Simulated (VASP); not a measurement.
A VASP calculation is set up with these files.

**POSCAR**
```
GaN
1.0
  1.6022601454  -2.7751959393   0.0000000000
  1.6022601454   2.7751959393   0.0000000000
  0.0000000000   0.0000000000   5.2154930277
Ga N
2 2
Direct
  0.6666670000   0.3333330000   0.5000338469
  0.3333330000   0.6666670000   0.0000338469
  0.6666670000   0.3333330000   0.8769661531
  0.3333330000   0.6666670000   0.3769661531
```

**INCAR**
```
ENCUT = 520
LASPH = .True.
IBRION = 2   ! conjugate gradients
LCHARG = .False.
LWAVE = .False.
ISIF = 4
SIGMA = 0.05   ! width (eV)
EDIFF = 1E-7
EDIFFG = -0.01
SYSTEM = GaN
ISMEAR = 0
LREAL = .False.   ! projection in real space or not
NELM = 100   ! most electronic steps
ALGO = Normal   ! blocked Davidson
GGA = RE   ! revPBE
LMAXMIX = 4   ! l cut-off of mixed one-centre charges
NSW = 30   ! most ionic steps
PREC = Accurate
```

KPOINTS:
```
Automatic
0
Gamma
  8 8 4
```

POTCAR, in this order: Ga_d N (PBE.64 set). Program: vasp_std.

Task: Translate this revPBE calculation to Quantum ESPRESSO's pw.x.

Result: One equivalent input (not run):
```
&CONTROL
  calculation = 'vc-relax'
  pseudo_dir = './pseudo'
  outdir = './out'
  tprnfor = .true.
  tstress = .true.
  nstep = 30
  forc_conv_thr = 0.00039
/
&SYSTEM
  ibrav = 0
  nat = 4
  ntyp = 2
  ecutwfc = 84
  occupations = 'smearing'
  smearing = 'gaussian'
  degauss = 0.003675
  input_dft = 'revpbe'
/
&ELECTRONS
  conv_thr = 7.3e-09
  electron_maxstep = 100
/
&IONS
/
&CELL
  cell_dofree = 'shape'
/
ATOMIC_SPECIES
  Ga 69.723 Ga.upf
  N 14.007 N.upf
CELL_PARAMETERS angstrom
     1.6022601   -2.7751959    0.0000000
     1.6022601    2.7751959    0.0000000
     0.0000000    0.0000000    5.2154930
ATOMIC_POSITIONS crystal
  Ga   0.6666670  0.3333330  0.5000338
  Ga   0.3333330  0.6666670  0.0000338
  N    0.6666670  0.3333330  0.8769662
  N    0.3333330  0.6666670  0.3769662
K_POINTS automatic
  8 8 4 0 0 0
```
What does not carry over: the potentials are each code's own (VASP's PAW set, PseudoDojo norm-conserving files in pw.x), so ENCUT and ecutwfc are chosen apart and not converted; conv_thr bounds pw.x's estimated SCF error, while EDIFF bounds the energy change between steps; forc_conv_thr acts on force components and is met together with etot_conv_thr.

The compound is GaN in the wurtzite structure. This cell is one point of a volume scan, at 0.97 of the reference volume.
